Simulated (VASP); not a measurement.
# CaBi (P-6m2) in VASP: relaxation of cell and atoms with PBE

Aim: the relaxation of cell and atoms of CaBi with PBE.

Program: VASP 6.6.1. These are calculated values, not measurements. Logs are shortened: lines on timing, memory, paths and dates and some standing lists are left out, and cuts for length are marked.

## Step 1: The structure

It takes space group P-6m2 (No. 187, hexagonal). The conventional cell has a = 4.027 Å, b = 4.027 Å, c = 5.601 Å, α = 90.00°, β = 90.00°, γ = 120.00°. Ca (site symmetry -6m2) has 6 Bi at 3.64 Å and 6 Ca at 4.03 Å as nearest neighbours. Bi (site symmetry -6m2) is surrounded by 6 Ca at 3.64 Å and 6 Bi at 4.03 Å.

The cell was built by a generator and needn't be a form met in nature.

## Step 2: Relaxation of cell and atoms, PBE

Input file INCAR:

```
PREC = Accurate
ENCUT = 600
EDIFF = 1E-6
ISMEAR = 0
SIGMA = 0.1
LREAL = F
LASPH = T
NELM = 100
ALGO = Fast
ISIF = 3
LWAVE = F
LCHARG = F
GGA = PE
IBRION = 2
NSW = 90
EDIFFG = -0.04
```

Input file KPOINTS:

```
Automatic mesh
0
Gamma
  6 6 4
```

Input file POSCAR:

```
CaBi
1.0
    4.0273816200      0.0000000000      0.0000000000
   -2.0136908100      3.4878147900      0.0000000000
    0.0000000000      0.0000000000      5.6005562500
Ca Bi
1 1
Direct
    0.0000000000      0.0000000000      0.0000000000
    0.3333333300      0.6666666700      0.5000000000
```

Potentials or basis: VASP PAW PBE potentials, release 64 (Ca_sv, Bi_d).

Run with:

```console
> cat potpaw_PBE.64/Ca_sv/POTCAR potpaw_PBE.64/Bi_d/POTCAR > POTCAR
> mpirun -np 1 vasp_std > vasp.out
```

OUTCAR:

```text
PREC = Accurate
   ENCUT = 600
   EDIFF = 1E-6
   ISMEAR = 0
   LREAL = F
   LASPH = T
   NELM = 100
   ISIF = 3
   GGA = PE
   IBRION = 2
   NSW = 90
   EDIFFG = -0.04

 ion  position               nearest neighbor table
   1  0.000  0.000  0.000-
   2  0.333  0.667  0.500-

  LATTYP: Found a hexagonal cell.
 ALAT       =     4.0273816200
 C/A-ratio  =     1.3906197074

  Lattice vectors:

 A1 = (   4.0273816200,   0.0000000000,   0.0000000000)
 A2 = (  -2.0136908100,   3.4878147900,   0.0000000000)
 A3 = (   0.0000000000,   0.0000000000,   5.6005562500)

Analysis of symmetry for initial positions (statically):
=====================================================================
 Subroutine PRICEL returns:
 Original cell was already a primitive cell.

 Routine SETGRP: Setting up the symmetry group for a
 hexagonal supercell.

 Subroutine GETGRP returns: Found 12 space group operations
 (whereof 12 operations were pure point group operations)
 out of a pool of 24 trial point group operations.

The static configuration has the point symmetry D_3h.

Analysis of symmetry for dynamics (positions and initial velocities):
=====================================================================
 Subroutine PRICEL returns:
 Original cell was already a primitive cell.

 Routine SETGRP: Setting up the symmetry group for a
 hexagonal supercell.

 Subroutine GETGRP returns: Found 12 space group operations
 (whereof 12 operations were pure point group operations)
 out of a pool of 24 trial point group operations.

The dynamic configuration has the point symmetry D_3h.

 Subroutine INISYM returns: Found 12 space group operations
 (whereof 12 operations are pure point group operations),
 and found     1 'primitive' translations

----------------------------------------------------------------------------------------

                                     Primitive cell

  volume of cell :      78.6697

  direct lattice vectors                    reciprocal lattice vectors
     4.027381620  0.000000000  0.000000000     0.248300284  0.143356236  0.000000000
    -2.013690810  3.487814790  0.000000000     0.000000000  0.286712472  0.000000000
     0.000000000  0.000000000  5.600556250     0.000000000  0.000000000  0.178553693

  length of vectors
     4.027381620  4.027381617  5.600556250     0.286712472  0.286712472  0.178553693

  position of ions in fractional coordinates (direct lattice)
     0.000000000  0.000000000  0.000000000
     0.333333330  0.666666670  0.500000000

  ion indices of the primitive-cell ions
   primitive index   ion index
                 1           1
                 2           2

----------------------------------------------------------------------------------------

 KPOINTS: Automatic mesh

Automatic generation of k-mesh.
 Grid dimensions read from file:
 generate k-points for:    6    6    4

 Generating k-lattice:

  Cartesian coordinates                     Fractional coordinates (reciprocal lattice)
     0.041383381  0.023892706  0.000000000     0.166666667 -0.000000000  0.000000000
     0.000000000  0.047785412  0.000000000     0.000000000  0.166666667  0.000000000
     0.000000000  0.000000000  0.044638423     0.000000000  0.000000000  0.250000000

  Length of vectors
     0.047785412  0.047785412  0.044638423

  Shift w.r.t. Gamma in fractional coordinates (k-lattice)
     0.000000000  0.000000000  0.000000000

 Subroutine IBZKPT returns following result:
 ===========================================

 Found     21 irreducible k-points:

 Following reciprocal coordinates:
            Coordinates               Weight
  0.000000  0.000000  0.000000      1.000000
  0.166667  0.000000  0.000000      6.000000
  0.333333  0.000000  0.000000      6.000000
  0.500000  0.000000  0.000000      3.000000
  0.166667  0.166667  0.000000      6.000000
  0.333333  0.166667  0.000000     12.000000
[... 13 lines left out ...]
  0.333333  0.166667  0.500000     12.000000
  0.333333  0.333333  0.500000      2.000000
   k-points           NKPTS =     21   k-points in BZ     NKDIM =     21   number of bands    NBANDS=     16
   number of dos      NEDOS =    301   number of ions     NIONS =      2
   total plane-waves  NPLWV =  49152
   dimension x,y,z NGX =    32 NGY =   32 NGZ =   48
   dimension x,y,z NGXF=    64 NGYF=   64 NGZF=   96
   ions per type =               1   1
   NGX,Y,Z   is equivalent  to a cutoff of  13.21, 13.21, 14.25 a.u.
   NGXF,Y,Z  is equivalent  to a cutoff of  26.42, 26.42, 28.50 a.u.
 SYSTEM =  unknown system
   PREC   = accura    normal or accurate (medium, high low for compatibility)
   ISTART =      0    job   : 0-new  1-cont  2-samecut
   ICHARG =      2    charge: 1-file 2-atom 10-const
   ISPIN  =      1    spin polarized calculation?
   LNONCOLLINEAR =      F non collinear calculations
   LSORBIT =      F    spin-orbit coupling
   LASPH  =      T    aspherical Exc in radial PAW
   ENCUT  =  600.0 eV  44.10 Ry    6.64 a.u.   8.04  8.04 11.19*2*pi/ulx,y,z
   NELM   =    100;   NELMIN=  2; NELMDL= -5     # of ELM steps
   EDIFF  = 0.1E-05   stopping-criterion for ELM
   LREAL  =      F    real-space projection
   EDIFFG = -.4E-01   stopping-criterion for IOM
   NSW    =     90    number of steps for IOM
   IBRION =      2    ionic relax: 0-MD 1-quasi-New 2-CG
   NFREE  =      1    steps in history (QN), initial steepest desc. (CG)
   ISIF   =      3    stress and relaxation
   ISYM   =      2    0-nonsym 1-usesym 2-fastsym
   POTIM  = 0.5000    time-step for ionic-motion
   TEBEG  =    0.0;   TEEND  =   0.0 temperature during run
   PSTRESS=    0.0 pullay stress
   NELECT =      25.0000    total number of electrons
   NUPDOWN=      -1.0000    fix difference up-down
   EMIN   =  10.00;   EMAX   =-10.00  energy-range for DOS
   EFERMI =   0.00;   METHOD = LEGACY
   ISMEAR =     0;   SIGMA  =   0.10  broadening in eV -4-tet -1-fermi 0-gaus
   EFERMI_NEDOS =   21; number of points for ismear=-14 and -15
   IALGO  =     68    algorithm
   IMIX   =      4    mixing-type and parameters
     AMIX     =   0.40;   BMIX     =  1.00
     AMIX_MAG =   1.60;   BMIX_MAG =  1.00
  volume/ion in A,a.u.               =      39.33       265.44
  Fermi-wavevector in a.u.,A,eV,Ry     =   1.117169  2.111144 16.980990  1.248068
  Thomas-Fermi vector in A             =   2.253790
   LORBIT       =      0    0 simple, 1 ext, 2 COOP (PROOUT), +10 PAW based schemes
   GGA     = PE    functional components
   LHFCALC =     F    Hartree Fock is set to
   AEXX    =    0.0000 exact exchange contribution
   IVDW    =     0    specifies the selected vdW correction
   LEPSILON=     F    determine dielectric tensor
   LRPA    =     F    only Hartree local field effects (RPA)
 conjugate gradient relaxation of ions
 non-spin polarized calculation
 RMM-DIIS sequential band-by-band and
 Gauss-broadening in eV      SIGMA  =   0.10
  energy-cutoff  :      600.00
  volume of cell :       78.67
 maximum number of plane-waves:      2642
   NGX = 17   NGY = 17   NGZ = 23

--------------------------------------- Ionic step        1  -------------------------------------------

 number of electron      25.0000001 magnetization

 Free energy of the ion-electron system (eV)
  ---------------------------------------------------
  ext. energy  EPLUGINS =         0.00000000
  ---------------------------------------------------
  free energy    TOTEN  =        -6.56919923 eV

  energy without entropy =       -6.56059847  energy(sigma->0) =       -6.56489885

 E-fermi :   3.9546     XC(G=0):  -8.5175

 val. band max:        3.9488998282   @ k =   0.1667   0.0000   0.5000
 cond. band min:       4.0236914773   @ k =   0.1667   0.1667   0.2500
 fundamental gap:      0.0747916491
 Fermi energy:         3.9546135724

 k-point     1 :       0.0000    0.0000    0.0000
  band No.  band energies     occupation
      1     -38.4237      2.00000
      2     -19.3980      2.00000
      3     -19.3980      2.00000
      4     -19.3510      2.00000
      5     -18.6770      2.00000
      6     -18.6770      2.00000
[... 8 lines left out ...]
     15       6.4318      0.00000
     16       6.9637      0.00000
[... 479 lines left out ...]
  FREE ENERGIE OF THE ION-ELECTRON SYSTEM (eV)
  ---------------------------------------------------
  free  energy   TOTEN  =        -6.9223119336 eV

  energy  without entropy=       -6.9118110683  energy(sigma->0) =       -6.91706150

[... ionic steps 4 to 7 ...]

--------------------------------------- Ionic step        8  -------------------------------------------

 number of electron      25.0000003 magnetization

------------------------ aborting loop because EDIFF is reached ----------------------------------------

  FORCE on cell =-STRESS in cart. coord.  units (eV):
  Direction    XX          YY          ZZ          XY          YZ          ZX
  --------------------------------------------------------------------------------------
  -------------------------------------------------------------------------------------
  Total        0.3462784      0.3462784      0.5335592      0.0000000      0.0000000     -0.0000000
  in kB        8.4943487      8.4943487     13.0884246      0.0000000      0.0000000     -0.0000000
  external PRESSURE =      10.0257073 kB  Pullay stress =       0.0000000 kB
[... 57 lines left out ...]
  energy  without entropy=       -6.9717034161  energy(sigma->0) =       -6.97694166

--------------------------------------- Ionic step       10  -------------------------------------------

 number of electron      25.0000005 magnetization

 Free energy of the ion-electron system (eV)
  ---------------------------------------------------
  ext. energy  EPLUGINS =         0.00000000
  ---------------------------------------------------
  free energy    TOTEN  =        -6.98317835 eV

  energy without entropy =       -6.97277563  energy(sigma->0) =       -6.97797699

 E-fermi :   4.6514     XC(G=0):  -9.0660

 val. band max:        4.6226460494   @ k =   0.1667   0.0000   0.5000
 cond. band min:       4.8023525556   @ k =   0.5000   0.0000   0.2500
 fundamental gap:      0.1797065062
 Fermi energy:         4.6514227425

 k-point     1 :       0.0000    0.0000    0.0000
  band No.  band energies     occupation
      1     -36.8248      2.00000
      2     -17.8599      2.00000
      3     -17.8599      2.00000
      4     -17.7827      2.00000
      5     -17.4976      2.00000
      6     -17.4976      2.00000
[... 8 lines left out ...]
     15       7.6389      0.00000
     16       8.2010      0.00000
[... 407 lines left out ...]
  FREE ENERGIE OF THE ION-ELECTRON SYSTEM (eV)
  ---------------------------------------------------
  free  energy   TOTEN  =        -6.9831783457 eV

  energy  without entropy=       -6.9727756261  energy(sigma->0) =       -6.97797699

 reached required accuracy - stopping structural energy minimisation
```

Run time: 4.3 min. Hardware: 1 thread of Intel Xeon Platinum 8559C (Emerald Rapids), shared host; peak memory 0.25 GiB.

Results:

```
Free energy                            : -6.9832 eV
Relaxed volume                         : 33.63 Å³/atom
Relaxed cell                           : a = 4.074 Å, b = 4.074 Å, c = 4.678 Å, α = 90.00°, β = 90.00°, γ = 120.00°
Space group after relaxing (to 0.05 Å) : P-6m2 (No. 187)
Energy gained by relaxing              : 207.0 meV/atom
Ionic steps                            : 10
Pressure after relaxing                : 0.0 GPa
Band gap on the k mesh                 : none (metal or under the smearing width)
```

Step by step:
```
step  energy change (eV)  largest force (eV/Å)  pressure (GPa)  volume (Å³)
   1              0.0000                0.0000           -4.41        78.67
   2             -0.3286                0.0000           -0.85        66.87
   3             -0.3531                0.0000            0.77        63.99
   4             -0.3536                0.0000            0.99        63.60
   5             -0.3876                0.0000            0.96        64.40
   6             -0.4072                0.0000            1.01        65.12
   7             -0.3603                0.0000            1.32        66.31
   8             -0.4081                0.0000            1.00        65.31
   9             -0.4130                0.0000           -0.34        68.05
  10             -0.4140                0.0000           -0.02        67.25
```

Final structure:
```
Ca Bi
1.0
     4.07419    0.00000    0.00000
    -2.03709    3.52835    0.00000
     0.00000    0.00000    4.67848
Ca Bi
1 1
Direct
  0.00000 0.00000 0.00000
  0.33333 0.66667 0.50000
```

Caveat: spin-orbit coupling is left out, which moves the levels of the heavy elements.
